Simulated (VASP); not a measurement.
Consider the following.

```yaml
crystal:
  lattice:
    - [3.75170, 0.00000, 0.00000]
    - [0.00000, 3.75170, 0.00000]
    - [0.00000, 0.00000, 3.75170]
  atoms:
    - { symbol: Fe, position: [0.00000, 0.00000, 0.00000] }
    - { symbol: Ir, position: [0.00000, 0.50000, 0.50000] }
    - { symbol: Ir, position: [0.50000, 0.00000, 0.50000] }
    - { symbol: Ir, position: [0.50000, 0.50000, 0.00000] }
```

The numbers are results of PBEsol GGA, VASP's PBE PAW potentials (set 64) (plane waves; VASP 6.6.1), not measurements. Numerical set-up: 400 eV cut-off, Gaussian smearing of 0.050 eV, potentials Fe Ir.

The run has a spin-polarised start.

Question: Give the spin-up energies of bands 8 to 21 at the high-symmetry points, in eV from the Fermi level.

Answer: 
```csv
band,Γ,X,M,R
8,-3.06,-4.32,-4.53,-3.20
9,-3.06,-4.01,-4.00,-3.20
10,-3.06,-4.01,-4.00,-3.20
11,-0.81,-2.80,-3.80,-2.56
12,-0.81,-2.54,-2.67,-2.56
13,0.68,-1.58,-2.26,-0.56
14,0.68,-1.58,-2.26,-0.56
15,0.84,-1.39,-2.20,-0.56
16,0.84,-1.18,-1.26,-0.50
17,0.84,-1.18,-1.15,0.54
18,1.43,-1.06,-0.90,0.54
19,2.02,-0.22,-0.90,0.54
20,2.02,0.18,-0.80,0.70
21,2.02,0.82,1.72,0.70
```

Question: Give the spin-down energies of bands 8 to 21 at the high-symmetry points, in eV from the Fermi level.

Answer: 
```json
[
 {"band": "8", "Γ": "-2.96", "X": "-4.22", "M": "-4.52", "R": "-3.11"},
 {"band": "9", "Γ": "-2.96", "X": "-3.97", "M": "-3.95", "R": "-3.11"},
 {"band": "10", "Γ": "-2.96", "X": "-3.97", "M": "-3.95", "R": "-3.11"},
 {"band": "11", "Γ": "-0.61", "X": "-2.79", "M": "-3.68", "R": "-2.36"},
 {"band": "12", "Γ": "-0.61", "X": "-2.51", "M": "-2.39", "R": "-2.36"},
 {"band": "13", "Γ": "0.90", "X": "-1.58", "M": "-2.26", "R": "-0.55"},
 {"band": "14", "Γ": "0.90", "X": "-1.58", "M": "-2.26", "R": "-0.55"},
 {"band": "15", "Γ": "1.11", "X": "-1.38", "M": "-2.19", "R": "-0.55"},
 {"band": "16", "Γ": "1.11", "X": "-0.88", "M": "-1.14", "R": "-0.51"},
 {"band": "17", "Γ": "1.11", "X": "-0.88", "M": "-0.82", "R": "0.79"},
 {"band": "18", "Γ": "1.45", "X": "-0.66", "M": "-0.80", "R": "0.79"},
 {"band": "19", "Γ": "2.04", "X": "0.15", "M": "-0.59", "R": "0.79"},
 {"band": "20", "Γ": "2.04", "X": "0.18", "M": "-0.59", "R": "0.95"},
 {"band": "21", "Γ": "2.04", "X": "1.09", "M": "1.97", "R": "0.95"}
]
```

It has no gap at this level: it comes out as a metal or semimetal.

The structure comes from a computed database's FeIr3 entry (Pm-3m); how it stands against other phases isn't given here. It was relaxed first, which changed the volume by -5 %.
